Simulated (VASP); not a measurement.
Here is the system:

```
CELL_PARAMETERS angstrom
      0.00000     3.40549     3.40549
      3.40549     0.00000     3.40549
      3.40549     3.40549     0.00000
ATOMIC_POSITIONS crystal
  Rb 0.00000 0.00000 0.00000
  Br 0.50000 0.50000 0.50000
```

Computed with PBE GGA, VASP's PBE PAW potentials (set 64) (plane waves; VASP 6.6.1). Settings: 480 eV cut-off, 6×6×6 Γ-centred mesh, Gaussian smearing of 0.050 eV, potentials Rb_sv Br.

Problem. What does the run give for the energy per atom (σ→0), pressure, band gap (on the k-mesh) with the smallest direct gap where there is one?

Solution. 
```json
{
 "band gap (on the k-mesh)": "4.41 eV",
 "smallest direct gap (on the k-mesh)": "4.41 eV",
 "energy per atom (σ→0)": "-3.043 eV/atom",
 "pressure": "13.5 kbar"
}
```

The absolute energy has meaning only against runs of the same code, potentials and settings.

The compound is RbBr in the rock salt structure. This cell was strained or had an atom moved on purpose.
